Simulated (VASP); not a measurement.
# BP: GW quasiparticle gap, part 2 of 4

Aim: the quasiparticle gap of BP, and what it costs to get it. The cell is of the zinc-blende type, one of the forms listed for this formula, which need not be the common one. The start is a cell from a database of measured crystal structures.

VASP 6.6.1, plane waves and PAW; the level of theory is named at each step.

So far, gap on the k-mesh (eV): step 3 (empty bands) 1.33.

## Step 4: G0W0, ENCUTGW 100, bands in the sums 56

This step: G0W0 on PBE; plane waves and PAW (B_GW, P_GW) (VASP 6.6.1).

G0W0 keeps orbitals and screening fixed and shifts each of the lowest NBANDSGW levels once.

The input, INCAR:

```
SYSTEM = BP
PREC = Accurate
ENCUT = 340
ISMEAR = 0
SIGMA = 0.01
LREAL = .FALSE.
GGA = PE
NBANDS = 56
ALGO = EVGW0
NELMGW = 1
ENCUTGW = 100
NOMEGA = 48
PRECFOCK = Fast
NBANDSGW = 16
LWAVE = .FALSE.
LCHARG = .FALSE.
```

The input, POSCAR:

```
BP
1.0
    0.0000000000      2.2690000000      2.2690000000
    2.2690000000      0.0000000000      2.2690000000
    2.2690000000      2.2690000000      0.0000000000
B P
1 1
Direct
    0.0000000000      0.0000000000      0.0000000000
    0.2500000000      0.2500000000      0.2500000000
```

The input, KPOINTS:

```
Automatic mesh
0
Gamma
6 6 6
0 0 0
```

Potentials, in the order of the species: B_GW and P_GW (PBE family, release 64).

The run is started by

```
mpirun -np 8 vasp_std
```

The log of the run:

```text
[banner, memory and clock lines left out]
running    8 mpi-ranks, on    1 nodes
 distrk:  each k-point on    8 cores,    1 groups
 distr:  one band on    1 cores,    8 groups

 POSCAR found type information on POSCAR B P
 POSCAR found :  2 types and       2 ions
 [... a notice as in an earlier step ...]

|                                                                             |
|           W    W    AA    RRRRR   N    N  II  N    N   GGGG   !!!           |
|           W    W   A  A   R    R  NN   N  II  NN   N  G    G  !!!           |
|           W    W  A    A  R    R  N N  N  II  N N  N  G       !!!           |
|           W WW W  AAAAAA  RRRRR   N  N N  II  N  N N  G  GGG   !            |
|           WW  WW  A    A  R   R   N   NN  II  N   NN  G    G                |
|           W    W  A    A  R    R  N    N  II  N    N   GGGG   !!!           |
|                                                                             |
|     The default for ENCUTGWSOFT is different in this version of VASP.       |
|     please manually set ENCUTGWSOFT =100 in the INCAR file.                 |
|                                                                             |

 LDA part: xc-table for (Slater+PW92), standard interpolation
 found WAVECAR, reading the header
 POSCAR, INCAR and KPOINTS ok, starting setup
 FFT: planning ... GRIDC
 FFT: planning ... GRID_SOFT
 FFT: planning ... GRID
 reading WAVECAR
 the WAVECAR file was read successfully
 initial charge from wavefunction
 available memory per node:     56.92 GB, setting MAXMEM to     58290

 The Fermi energy was updated, please check that it is located mid-gap
 values below the HOMO (VB) or above the LUMO (CB) will cause erroneous energies
 E-fermi :   7.8053

 calculate exact exchange contribution
 the WAVEDER file was read successfully
energies w=
    0.000    0.000    0.560    0.000    1.117    0.000    1.670    0.000
    2.216    0.000    2.755    0.000    3.284    0.000    3.804    0.000
    4.314    0.000    4.815    0.000    5.307    0.000    5.790    0.000
    6.267    0.000    6.738    0.000    7.206    0.000    7.670    0.000
    8.135    0.000    8.600    0.000    9.069    0.000    9.544    0.000
   10.028    0.000   10.522    0.000   11.030    0.000   11.555    0.000
   12.101    0.000   12.673    0.000   13.276    0.000   13.915    0.000
   14.599    0.000   15.335    0.000   16.133    0.000   17.008    0.000
   17.974    0.000   19.053    0.000   20.270    0.000   21.660    0.000
   23.269    0.000   25.159    0.000   27.418    0.000   30.172    0.000
   33.607    0.000   38.018    0.000   43.888    0.000   52.081    0.000
   64.288    0.000   84.362    0.000  123.347    0.000  231.056    0.000
 responsefunction array rank=      64
 LDA part: xc-table for (Slater+PW92), standard interpolation

 min. memory requirement per mpi rank     77.9 MB, per node    623.3 MB

 allocating   6 responsefunctions rank=    64
 shmem allocating  48 responsefunctions rank=    64
 response function shared by NCSHMEM nodes    1
 Doing            6  frequencies on each core in blocks of           48
NQ=   1    0.0000    0.0000    0.0000,
|.........|.........|.........|.........|.........|.........|.........|.........
 performed        118000 updates of chi_q(r,r)
 total number of BLAS operations          3.30 Gflops
NQ=   2    0.1667    0.0000    0.0000,
|.........|.........|.........|.........|.........|.........|.........|.........
 performed        358000 updates of chi_q(r,r)
 total number of BLAS operations          9.77 Gflops
NQ=   3    0.3333    0.0000    0.0000,
|.........|.........|.........|.........|.........|.........|.........|.........
 performed        598000 updates of chi_q(r,r)
 total number of BLAS operations         16.24 Gflops
NQ=   4    0.5000    0.0000    0.0000,
|.........|.........|.........|.........|.........|.........|.........|.........
 performed        795000 updates of chi_q(r,r)
 total number of BLAS operations         20.51 Gflops
NQ=   5    0.1667    0.1667    0.0000,
|.........|.........|.........|.........|.........|.........|.........|.........
 performed       1035000 updates of chi_q(r,r)
 total number of BLAS operations         27.43 Gflops
NQ=   6    0.3333    0.1667    0.0000,
|.........|.........|.........|.........|.........|.........|.........|.........
 performed       1429000 updates of chi_q(r,r)
 total number of BLAS operations         36.63 Gflops
NQ=   7    0.5000    0.1667    0.0000,
|.........|.........|.........|.........|.........|.........|.........|.........
 performed       1823000 updates of chi_q(r,r)
 total number of BLAS operations         44.84 Gflops
NQ=   8   -0.3333    0.1667    0.0000,
|.........|.........|.........|.........|.........|.........|.........|.........
 performed       2217000 updates of chi_q(r,r)
 total number of BLAS operations         53.71 Gflops
NQ=   9   -0.1667    0.1667    0.0000,
|.........|.........|.........|.........|.........|.........|.........|.........
 performed       2554000 updates of chi_q(r,r)
 total number of BLAS operations         61.87 Gflops
NQ=  10    0.3333    0.3333    0.0000,
|.........|.........|.........|.........|.........|.........|.........|.........
 performed       2794000 updates of chi_q(r,r)
 total number of BLAS operations         67.07 Gflops
NQ=  11    0.5000    0.3333    0.0000,
|.........|.........|.........|.........|.........|.........|.........|.........
 performed       3188000 updates of chi_q(r,r)
 total number of BLAS operations         75.60 Gflops
NQ=  12   -0.3333    0.3333    0.0000,
|.........|.........|.........|.........|.........|.........|.........|.........
 performed       3525000 updates of chi_q(r,r)
 total number of BLAS operations         82.89 Gflops
NQ=  13    0.5000    0.5000    0.0000,
|.........|.........|.........|.........|.........|.........|.........|.........
 performed       3697000 updates of chi_q(r,r)
 total number of BLAS operations         86.07 Gflops
NQ=  14    0.5000    0.3333    0.1667,
|.........|.........|.........|.........|.........|.........|.........|.........
 performed       4145000 updates of chi_q(r,r)
 total number of BLAS operations         95.77 Gflops
NQ=  15   -0.3333    0.3333    0.1667,
|.........|.........|.........|.........|.........|.........|.........|.........
 performed       4564000 updates of chi_q(r,r)
 total number of BLAS operations        106.29 Gflops
NQ=  16   -0.3333    0.5000    0.1667,
|.........|.........|.........|.........|.........|.........|.........|.........
 performed       4902000 updates of chi_q(r,r)
 total number of BLAS operations        114.20 Gflops
 resolving degeneracies of screened two electron integrals

 calculate QP shifts <psi_nk| G(iteration)W_0 |psi_nk>: iteration 1
 entering main loop
```

Run time: 22 s. Hardware: 8 MPI ranks of Intel Xeon Platinum 8488C (Sapphire Rapids), shared host; peak memory 1.1 GiB.

Parts of OUTCAR (step 4):

```text
The static configuration has the point symmetry T_d .

 Found     16 irreducible k-points:

   k-points           NKPTS =     16   k-points in BZ     NKDIM =    216   number of bands    NBANDS=     56

   NELECT =       8.0000    total number of electrons

 E-fermi :   7.8053

 QP shifts <psi_nk| G(iteration)W_0 |psi_nk>: iteration 1
 for sc-GW calculations column KS-energies equals QP-energies in previous step
 and V_xc(KS)=  KS-energies - (<T + V_ion + V_H > + <T+V_H+V_ion>^1  + <V_x>^1)
 k-point   1 :       0.0000    0.0000    0.0000
  band No.  KS-energies  QP-energies   sigma(KS)   V_xc(KS)     V^pw_x(r,r')   Z            occupation Imag(sigma)
      1      -8.3243      -8.9864     -13.0069     -12.0592     -20.4831       0.6986       2.0000       1.4250
      2       7.1395       6.8607     -13.6577     -13.3042     -14.9313       0.7888       2.0000       0.0648
      3       7.1395       6.8607     -13.6577     -13.3042     -14.9313       0.7888       2.0000       0.0648
      4       7.1395       6.8607     -13.6577     -13.3042     -14.9313       0.7888       2.0000       0.0648
      5      10.5408      11.0933     -11.3738     -12.0776      -7.1361       0.7851       0.0000      -0.0809
      6      10.5408      11.0933     -11.3738     -12.0776      -7.1361       0.7851       0.0000      -0.0809
      7      10.5408      11.0933     -11.3738     -12.0776      -7.1361       0.7851       0.0000      -0.0809
      8      14.5124      15.1103     -11.9717     -12.7644      -6.2284       0.7543       0.0000      -0.1840
    ...

 k-point   2 :       0.1667    0.0000    0.0000
  band No.  KS-energies  QP-energies   sigma(KS)   V_xc(KS)     V^pw_x(r,r')   Z            occupation Imag(sigma)
      1      -7.8264      -8.4863     -13.0342     -12.1007     -20.3329       0.7068       2.0000       1.3523
      2       4.3046       3.8540     -13.2747     -12.6890     -15.4304       0.7692       2.0000       0.0983
      3       6.4757       6.1615     -13.5181     -13.1179     -14.9503       0.7852       2.0000       0.0689
      4       6.4757       6.1615     -13.5181     -13.1179     -14.9503       0.7852       2.0000       0.0689
      5      11.1567      11.6856     -11.4957     -12.1714      -7.0756       0.7827       0.0000      -0.0901
      6      11.4438      12.0330     -11.4760     -12.2330      -6.9716       0.7784       0.0000      -0.0939
      7      11.4438      12.0330     -11.4760     -12.2330      -6.9716       0.7784       0.0000      -0.0939
      8      15.8049      16.4009     -11.8181     -12.6159      -5.7626       0.7470       0.0000      -0.2416
    ...

 k-point   3 :       0.3333    0.0000    0.0000
  band No.  KS-energies  QP-energies   sigma(KS)   V_xc(KS)     V^pw_x(r,r')   Z            occupation Imag(sigma)
      1      -6.4090      -7.0347     -13.1300     -12.2590     -19.9345       0.7184       2.0000       1.1364
      2       0.4080      -0.1821     -13.0092     -12.2039     -16.8612       0.7327       2.0000       0.2503
      3       5.6732       5.2965     -13.5230     -13.0390     -15.3022       0.7784       2.0000       0.0778
      4       5.6732       5.2965     -13.5230     -13.0390     -15.3022       0.7784       2.0000       0.0778
      5      11.0303      11.5215     -11.4775     -12.1054      -6.9528       0.7822       0.0000      -0.0939
      6      11.9922      12.5732     -11.1107     -11.8568      -6.3576       0.7788       0.0000      -0.1062
      7      11.9922      12.5732     -11.1107     -11.8568      -6.3576       0.7788       0.0000      -0.1062
      8      17.2556      17.6782     -10.5086     -11.0700      -4.0784       0.7529       0.0000      -0.3328
    ...

[... 7 parts as in an earlier step ...]

[... 5 further parts left out ...]
```

Numbers from this step:

| Item | Value |
| --- | --- |
| quasiparticle gap on the mesh | 1.883 eV |
| smallest direct quasiparticle gap on the mesh | 4.233 eV |
| gap of the starting orbitals on the mesh | 1.332 eV |

GW takes the gap from 1.332 to 1.883 eV. The mesh misses a band edge: at the starting level the path gave a gap 0.10 eV smaller. The value holds for 56 bands, ENCUTGW = 100 eV and this mesh, and isn't shown to be converged in them.

## Step 5: Empty bands

This step: PBE; plane waves and PAW (B_GW, P_GW) (VASP 6.6.1).

The empty bands are made again, for the run that follows.

The input, INCAR:

```
SYSTEM = BP
PREC = Accurate
ENCUT = 340
ISMEAR = 0
SIGMA = 0.01
LREAL = .FALSE.
GGA = PE
NBANDS = 88
ALGO = Exact
NELM = 1
LWAVE = .TRUE.
LCHARG = .FALSE.
LOPTICS = .TRUE.
NEDOS = 1000
CSHIFT = 0.1
```

POSCAR is that of step 4.

KPOINTS is that of step 4.

The run is started by

```
mpirun -np 8 vasp_std
```

The log of the run:

```text
[banner, memory and clock lines left out]
running    8 mpi-ranks, on    1 nodes
[...]
[... a notice as in an earlier step ...]

 LDA part: xc-table for (Slater+PW92), standard interpolation
 found WAVECAR, reading the header
  number of bands has changed, file:    10 present:    88
  trying to continue reading WAVECAR, but it might fail
 POSCAR, INCAR and KPOINTS ok, starting setup
[...]
reading WAVECAR
 random initialization beyond band           10
 the WAVECAR file was read successfully
 initial charge from wavefunction
 entering main loop
       N       E                     dE             d eps       ncg     rms          rms(c)
DIA:   1    -0.128864938515E+02   -0.12886E+02    0.00000E+00     0   0.000E+00
   1 F= -.12886494E+02 E0= -.12886494E+02  d E =-.122136E-13
 writing wavefunctions
 optical routines
 imaginary and real dielectric function
 recalculating local potential from charge density
 direction            1
 direction            2
 direction            3
```

The job ended after 5.8 s (8 MPI ranks; peak memory 0.87 GiB; 11 s of CPU time).

OUTCAR, selected parts (step 5):

```text
  Total        0.0919451      0.0919451      0.0919451     -0.0000000     -0.0000000      0.0000000
  in kB        6.3053019      6.3053019      6.3053019     -0.0000000     -0.0000000      0.0000000
  external PRESSURE =       6.3053019 kB  Pullay stress =       0.0000000 kB

 POSITION                                       TOTAL-FORCE (eV/Angst)
 -----------------------------------------------------------------------------------
      0.00000      0.00000      0.00000        -0.000000     -0.000000     -0.000000
      1.13450      1.13450      1.13450         0.000000      0.000000      0.000000
 -----------------------------------------------------------------------------------
    total drift:                               -0.000000     -0.000000     -0.000000

  FREE ENERGIE OF THE ION-ELECTRON SYSTEM (eV)
  ---------------------------------------------------
  free  energy   TOTEN  =       -12.8864938515 eV

  energy  without entropy=      -12.8864938515  energy(sigma->0) =      -12.88649385

[... 1 part as in an earlier step ...]

[... 2 further parts left out ...]
[key lines of the parts left out:]
E-fermi :   7.1870
```

WAVECAR now holds 88 bands for 8 electrons.

## Step 6: G0W0, ENCUTGW 140, bands in the sums 88

This step: G0W0 on PBE; plane waves and PAW (B_GW, P_GW) (VASP 6.6.1).

ENCUTGW rises to 140 eV and the bands with it, to about the number of plane waves under that cutoff.

The input, INCAR:

```
SYSTEM = BP
PREC = Accurate
ENCUT = 340
ISMEAR = 0
SIGMA = 0.01
LREAL = .FALSE.
GGA = PE
NBANDS = 88
ALGO = EVGW0
NELMGW = 1
ENCUTGW = 140
NOMEGA = 48
PRECFOCK = Fast
NBANDSGW = 16
LWAVE = .FALSE.
LCHARG = .FALSE.
```

POSCAR is that of step 5.

KPOINTS is that of step 5.

The run is started by

```
mpirun -np 8 vasp_std
```

The log of the run:

```text
[banner, memory and clock lines left out]
running    8 mpi-ranks, on    1 nodes
[...]
[... a notice as in an earlier step ...]

|                                                                             |
|           W    W    AA    RRRRR   N    N  II  N    N   GGGG   !!!           |
|           W    W   A  A   R    R  NN   N  II  NN   N  G    G  !!!           |
|           W    W  A    A  R    R  N N  N  II  N N  N  G       !!!           |
|           W WW W  AAAAAA  RRRRR   N  N N  II  N  N N  G  GGG   !            |
|           WW  WW  A    A  R   R   N   NN  II  N   NN  G    G                |
|           W    W  A    A  R    R  N    N  II  N    N   GGGG   !!!           |
|                                                                             |
|     The default for ENCUTGWSOFT is different in this version of VASP.       |
|     please manually set ENCUTGWSOFT =140 in the INCAR file.                 |
|                                                                             |

[...]
total number of BLAS operations        305.03 Gflops
NQ=  12   -0.3333    0.3333    0.0000,
|.........|.........|.........|.........|.........|.........|.........|.........
 performed       5586000 updates of chi_q(r,r)
 total number of BLAS operations        338.85 Gflops
NQ=  13    0.5000    0.5000    0.0000,
|.........|.........|.........|.........|.........|.........|.........|.........
 performed       5860000 updates of chi_q(r,r)
 total number of BLAS operations        357.45 Gflops
NQ=  14    0.5000    0.3333    0.1667,
|.........|.........|.........|.........|.........|.........|.........|.........
 performed       6568000 updates of chi_q(r,r)
 total number of BLAS operations        399.37 Gflops
NQ=  15   -0.3333    0.3333    0.1667,
|.........|.........|.........|.........|.........|.........|.........|.........
 performed       7231000 updates of chi_q(r,r)
 total number of BLAS operations        444.28 Gflops
NQ=  16   -0.3333    0.5000    0.1667,
|.........|.........|.........|.........|.........|.........|.........|.........
 performed       7767000 updates of chi_q(r,r)
 total number of BLAS operations        480.61 Gflops
 resolving degeneracies of screened two electron integrals

 calculate QP shifts <psi_nk| G(iteration)W_0 |psi_nk>: iteration 1
 entering main loop
[key lines of the parts left out:]
E-fermi :   7.8053
```

The job ended after 32 s (8 MPI ranks; peak memory 1.2 GiB; 3.6 min of CPU time).

From OUTCAR (step 6):

```text
 QP shifts <psi_nk| G(iteration)W_0 |psi_nk>: iteration 1
 for sc-GW calculations column KS-energies equals QP-energies in previous step
 and V_xc(KS)=  KS-energies - (<T + V_ion + V_H > + <T+V_H+V_ion>^1  + <V_x>^1)
 k-point   1 :       0.0000    0.0000    0.0000
  band No.  KS-energies  QP-energies   sigma(KS)   V_xc(KS)     V^pw_x(r,r')   Z            occupation Imag(sigma)
      1      -8.3243      -9.1078     -13.1846     -12.0592     -20.4831       0.6962       2.0000       1.4056
      2       7.1395       6.6560     -13.9184     -13.3042     -14.9313       0.7872       2.0000       0.0682
      3       7.1395       6.6560     -13.9184     -13.3042     -14.9313       0.7872       2.0000       0.0682
      4       7.1395       6.6560     -13.9184     -13.3042     -14.9313       0.7872       2.0000       0.0682
      5      10.5408      10.9491     -11.5565     -12.0776      -7.1361       0.7836       0.0000      -0.0724
      6      10.5408      10.9491     -11.5565     -12.0776      -7.1361       0.7836       0.0000      -0.0724
      7      10.5408      10.9491     -11.5565     -12.0776      -7.1361       0.7836       0.0000      -0.0724
      8      14.5124      14.9249     -12.2158     -12.7644      -6.2284       0.7519       0.0000      -0.1731
    ...

[... 1 part as in an earlier step ...]

[... 2 further parts left out ...]
[key lines of the parts left out:]
E-fermi :   7.8053
```

The gap is now 1.971 eV, +88 meV against the GW run before. The mesh misses a band edge: at the starting level the path gave a gap 0.10 eV smaller.

## Step 7: Empty bands

This step: PBE; plane waves and PAW (B_GW, P_GW) (VASP 6.6.1).

The empty bands are made again, for the run that follows.

The input, INCAR:

```
SYSTEM = BP
PREC = Accurate
ENCUT = 340
ISMEAR = 0
SIGMA = 0.01
LREAL = .FALSE.
GGA = PE
NBANDS = 136
ALGO = Exact
NELM = 1
LWAVE = .TRUE.
LCHARG = .FALSE.
LOPTICS = .TRUE.
NEDOS = 1000
CSHIFT = 0.1
```

POSCAR is that of step 6.

KPOINTS is that of step 6.

The run is started by

```
mpirun -np 8 vasp_std
```

The log of the run:

```text
[banner, memory and clock lines left out]
running    8 mpi-ranks, on    1 nodes
[...]
[... a notice as in an earlier step ...]

 LDA part: xc-table for (Slater+PW92), standard interpolation
 found WAVECAR, reading the header
  number of bands has changed, file:    10 present:   136
  trying to continue reading WAVECAR, but it might fail
 POSCAR, INCAR and KPOINTS ok, starting setup
[...]
reading WAVECAR
 random initialization beyond band           10
 the WAVECAR file was read successfully
 initial charge from wavefunction
 entering main loop
       N       E                     dE             d eps       ncg     rms          rms(c)
[... 1 cycle as in an earlier step ...]
   1 F= -.12886494E+02 E0= -.12886494E+02  d E =-.800118E-27
 writing wavefunctions
 optical routines
 imaginary and real dielectric function
 recalculating local potential from charge density
 direction            1
 direction            2
 direction            3
```

Wall time 5.6 s (8 MPI ranks); peak memory 0.83 GiB.

From OUTCAR (step 7):

```text
  Total        0.0919451      0.0919451      0.0919451      0.0000000      0.0000000     -0.0000000
  in kB        6.3053018      6.3053018      6.3053018      0.0000000      0.0000000     -0.0000000
  external PRESSURE =       6.3053018 kB  Pullay stress =       0.0000000 kB

[... 4 parts as in an earlier step ...]

[... 2 further parts left out ...]
[key lines of the parts left out:]
E-fermi :   7.2123
```

WAVECAR now holds 136 bands for 8 electrons.

(Part 2 of 4 ends here.)

[Lines on the potential files, build, host, timing and source positions are cut from VASP's logs without a mark.]

[Logs are printed without paths, hosts, clocks, repeated set-up lines and the standing remarks that a program may print on its own settings, such as how far it seeks lower states.]

[Hosts, paths, dates, database ids (printed as entryN), source tags and the programs' standing remarks are cut or masked in the printed files.]

[Pressures printed for these runs are not shown converged in the cutoff: they can be off by several GPa and have the wrong sign.]

[In band tables of VASP the shares of atoms and orbitals are scaled to a sum of 1 inside the atoms' spheres.]
